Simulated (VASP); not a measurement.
# Ni2N (P-3m1) in VASP: reference runs

Reference runs on Ni2N: the cell as given.

All numbers are computed with VASP 6.6.1; they aren't measurements. Logs are shortened: lines on timing, memory, paths and dates and some standing lists are left out, and cuts for length are marked.

## (1) Starting point

The structure is trigonal, space group P-3m1 (No. 164). The conventional cell has a = 2.840 Å, b = 2.840 Å, c = 4.103 Å, α = 90.00°, β = 90.00°, γ = 120.00°. Ni (site symmetry 3m) is surrounded by 3 N at 1.95 Å. N (site symmetry -3m) has 6 Ni at 1.95 Å as nearest neighbours.

The cell was built by a generator and needn't be a form met in nature.

## (2) Single point, PBE, collinear spin, ferromagnetic start

File INCAR:

```
SYSTEM = Ni2N
PREC = Accurate
ENCUT = 520
EDIFF = 1E-7
ISMEAR = -1
SIGMA = 0.05
LREAL = .FALSE.
LASPH = .TRUE.
NELM = 120
ALGO = Normal
ISIF = 2
LWAVE = .FALSE.
LCHARG = .TRUE.
ISPIN = 2
MAGMOM = 1 1 0
LORBIT = 11
LMAXMIX = 4
GGA = PE
LELF = .TRUE.
LVHAR = .TRUE.
NBANDS = 24
```

File KPOINTS:

```
Automatic mesh
0
G
  11 11 7
  0 0 0
```

File POSCAR:

```
Ni2N
1.0
    2.8396200000      0.0000000000      0.0000000000
   -1.4198100000      2.4591800000      0.0000000000
    0.0000000000      0.0000000000      4.1027200000
Ni N
2 1
Direct
    0.6666700000      0.3333300000      0.7429400000
    0.3333300000      0.6666700000      0.2570500000
    0.0000000000      0.0000000000      0.0000000000
```

Potentials or basis: VASP PAW PBE potentials, release 64 (Ni, N).

On the command line:

```sh
> cat potpaw_PBE.64/Ni/POTCAR potpaw_PBE.64/N/POTCAR > POTCAR
> mpirun -np 1 vasp_std > vasp.out
```

OUTCAR:

```text
SYSTEM = Ni2N
   PREC = Accurate
   ENCUT = 520
   EDIFF = 1E-7
   ISMEAR = -1
   LREAL = .FALSE.
   LASPH = .TRUE.
   NELM = 120
   ISIF = 2
   ISPIN = 2
   LORBIT = 11
   GGA = PE

 ion  position               nearest neighbor table
   1  0.667  0.333  0.743-   3 1.95   3 1.95   3 1.95   2 2.58   2 2.58   2 2.58   2 2.67   2 2.67
                             2 2.67
   2  0.333  0.667  0.257-   3 1.95   3 1.95   3 1.95   1 2.58   1 2.58   1 2.58   1 2.67   1 2.67
                             1 2.67
   3  0.000  0.000  0.000-   2 1.95   2 1.95   2 1.95   1 1.95   1 1.95   1 1.95

  LATTYP: Found a hexagonal cell.
 ALAT       =     2.8396200000
 C/A-ratio  =     1.4448130384

  Lattice vectors:

 A1 = (   2.8396200000,   0.0000000000,   0.0000000000)
 A2 = (  -1.4198100000,   2.4591800000,   0.0000000000)
 A3 = (   0.0000000000,   0.0000000000,   4.1027200000)

Analysis of symmetry for initial positions (statically):
=====================================================================
 Subroutine PRICEL returns:
 Original cell was already a primitive cell.

 Routine SETGRP: Setting up the symmetry group for a
 hexagonal supercell.

 Subroutine GETGRP returns: Found  2 space group operations
 (whereof  2 operations were pure point group operations)
 out of a pool of 24 trial point group operations.

The static configuration has the point symmetry C_1h.

Analysis of symmetry for dynamics (positions and initial velocities):
=====================================================================
 Subroutine PRICEL returns:
 Original cell was already a primitive cell.

 Routine SETGRP: Setting up the symmetry group for a
 hexagonal supercell.

 Subroutine GETGRP returns: Found  2 space group operations
 (whereof  2 operations were pure point group operations)
 out of a pool of 24 trial point group operations.

The dynamic configuration has the point symmetry C_1h.

Analysis of structural, dynamic, and magnetic symmetry:
=====================================================================
 Subroutine PRICEL returns:
 Original cell was already a primitive cell.

 Routine SETGRP: Setting up the symmetry group for a
 hexagonal supercell.

 Subroutine GETGRP returns: Found  2 space group operations
 (whereof  2 operations were pure point group operations)
 out of a pool of 24 trial point group operations.

The overall configuration has the point symmetry C_1h.

 Subroutine INISYM returns: Found  2 space group operations
 (whereof  2 operations are pure point group operations),
 and found     1 'primitive' translations

[... 122 lines left out ...]
   LHFCALC =     F    Hartree Fock is set to
   AEXX    =    0.0000 exact exchange contribution
   IVDW    =     0    specifies the selected vdW correction
   LEPSILON=     F    determine dielectric tensor
   LRPA    =     F    only Hartree local field effects (RPA)
 spin polarized calculation
  energy-cutoff  :      520.00
  volume of cell :       28.65
 maximum number of plane-waves:       785
 NGX is ok and might be reduce to    24
   NGX = 11   NGY = 11   NGZ = 15

 number of electron      24.9999994 magnetization      -0.0128625

 number of electron      24.9999994 magnetization       0.0000722

 Free energy of the ion-electron system (eV)
  ---------------------------------------------------
  ext. energy  EPLUGINS =         0.00000000
  ---------------------------------------------------
  free energy    TOTEN  =       -18.37216939 eV

  energy without entropy =      -18.35382165  energy(sigma->0) =      -18.36299552

 E-fermi :   9.2083     XC(G=0): -13.0189

 val. band max:        9.1979722973   @ k =  -0.2727  -0.0909   0.4286
 cond. band min:       9.2138711730   @ k =   0.4545   0.4545   0.0000
 fundamental gap:      0.0158988757
 Fermi energy:         9.2083357800

 spin component 1

 k-point     1 :       0.0000    0.0000    0.0000
  band No.  band energies     occupation
      1      -8.2393      1.00000
      2       2.0164      1.00000
      3       4.0956      1.00000
      4       4.0957      1.00000
      5       5.2925      1.00000
      6       6.7567      1.00000
[... 637 lines left out ...]
     23      27.9342      0.00000
     24      36.1201      0.00000

 [... further k-points ...]

 spin component 2

 k-point     1 :       0.0000    0.0000    0.0000
  band No.  band energies     occupation
      1      -8.2393      1.00000
      2       2.0164      1.00000
      3       4.0956      1.00000
      4       4.0957      1.00000
      5       5.2925      1.00000
      6       6.7568      1.00000
[... 637 lines left out ...]
     23      27.9342      0.00000
     24      36.1201      0.00000

 [... further k-points ...]

------------------------ aborting loop because EDIFF is reached ----------------------------------------

  FORCE on cell =-STRESS in cart. coord.  units (eV):
  Direction    XX          YY          ZZ          XY          YZ          ZX
  --------------------------------------------------------------------------------------
  -------------------------------------------------------------------------------------
  Total        0.0896638      0.0896349      0.0675768     -0.0000249     -0.0000265      0.0000458
  in kB        5.0142442      5.0126269      3.7790775     -0.0013898     -0.0014798      0.0025627
  external PRESSURE =       4.6019829 kB  Pullay stress =       0.0000000 kB

 VOLUME and BASIS-vectors are now :
 -----------------------------------------------------------------------------
  energy-cutoff  :      520.00
  volume of cell :       28.65
      direct lattice vectors                 reciprocal lattice vectors
     2.839620000  0.000000000  0.000000000     0.352159796  0.203319806  0.000000000
    -1.419810000  2.459180000  0.000000000     0.000000000  0.406639612  0.000000000
     0.000000000  0.000000000  4.102720000     0.000000000  0.000000000  0.243740738

 POSITION                                       TOTAL-FORCE (eV/Angst)
 -----------------------------------------------------------------------------------
      1.41982      0.81972      3.04807        -0.000091      0.000053      0.000502
     -0.00001      1.63946      1.05460         0.000091     -0.000053     -0.000283
      0.00000      0.00000      0.00000         0.000000     -0.000000     -0.000219
 -----------------------------------------------------------------------------------
    total drift:                                0.000000     -0.000000      0.000006

  FREE ENERGIE OF THE ION-ELECTRON SYSTEM (eV)
  ---------------------------------------------------
  free  energy   TOTEN  =       -18.3721693886 eV

  energy  without entropy=      -18.3538216483  energy(sigma->0) =      -18.36299552

 total charge

# of ion       s       p       d       tot
------------------------------------------
    1        0.431   0.549   8.391   9.370
    2        0.431   0.549   8.391   9.371
    3        1.259   2.394   0.000   3.652
--------------------------------------------------
tot          2.120   3.491  16.781  22.393

 magnetization (x)

# of ion       s       p       d       tot
------------------------------------------
    1       -0.000  -0.000   0.000   0.000
    2       -0.000  -0.000   0.000   0.000
    3        0.000   0.000   0.000   0.000
--------------------------------------------------
tot         -0.000   0.000   0.000   0.000
```

OSZICAR:

```text
N       E                     dE             d eps       ncg     rms          rms(c)
DAV:   1     0.138761834659E+03    0.13876E+03   -0.11226E+04 23440   0.141E+03
DAV:   2    -0.118778453563E+02   -0.15064E+03   -0.13771E+03 24120   0.271E+02
DAV:   3    -0.223098279117E+02   -0.10432E+02   -0.10157E+02 25928   0.793E+01
DAV:   4    -0.224593270257E+02   -0.14950E+00   -0.14937E+00 25624   0.956E+00
DAV:   5    -0.224629774791E+02   -0.36505E-02   -0.36503E-02 27448   0.144E+00    0.215E+01
DAV:   6    -0.232231113557E+02   -0.76013E+00   -0.21329E+01 27600   0.949E+01    0.231E+01
DAV:   7    -0.183919787784E+02    0.48311E+01   -0.11719E+01 27056   0.614E+01    0.604E+00
DAV:   8    -0.183755700089E+02    0.16409E-01   -0.33612E-01 26520   0.577E+00    0.202E+00
DAV:   9    -0.183722371138E+02    0.33329E-02   -0.19774E-02 27288   0.122E+00    0.747E-01
DAV:  10    -0.183721805739E+02    0.56540E-04   -0.32913E-03 34080   0.811E-01    0.357E-01
DAV:  11    -0.183734747223E+02   -0.12941E-02   -0.19982E-02 28512   0.209E+00    0.576E-01
DAV:  12    -0.183721422978E+02    0.13324E-02   -0.98737E-03 27712   0.147E+00    0.757E-02
DAV:  13    -0.183721659958E+02   -0.23698E-04   -0.13358E-04 27072   0.116E-01    0.313E-02
DAV:  14    -0.183721681564E+02   -0.21605E-05   -0.44354E-06 26848   0.239E-02    0.113E-02
DAV:  15    -0.183721695689E+02   -0.14125E-05   -0.69034E-07 29232   0.104E-02    0.754E-03
DAV:  16    -0.183721694477E+02    0.12125E-06   -0.23966E-07 18856   0.663E-03    0.904E-04
DAV:  17    -0.183721693886E+02    0.59099E-07   -0.44505E-08 12056   0.206E-03
   1 F= -.18372169E+02 E0= -.18362996E+02  d E =-.183477E-01  mag=    -0.0001
```

It took 3.2 min on 1 thread of AMD EPYC 9R45 (Zen 5), shared host; peak memory 0.31 GiB.

Results:

```
Free energy                                           : -18.3722 eV
Pressure                                              : 0.5 GPa
Band gap on the k mesh                                : none (metal or under the smearing width)
Net moment                                            : 0.00 μB per cell
Valence electrons inside the program's atomic spheres : Ni 9.37; N 3.65
```

With open d or f shells a metallic result of PBE can be an artefact of self-interaction; +U or a hybrid may open a gap.
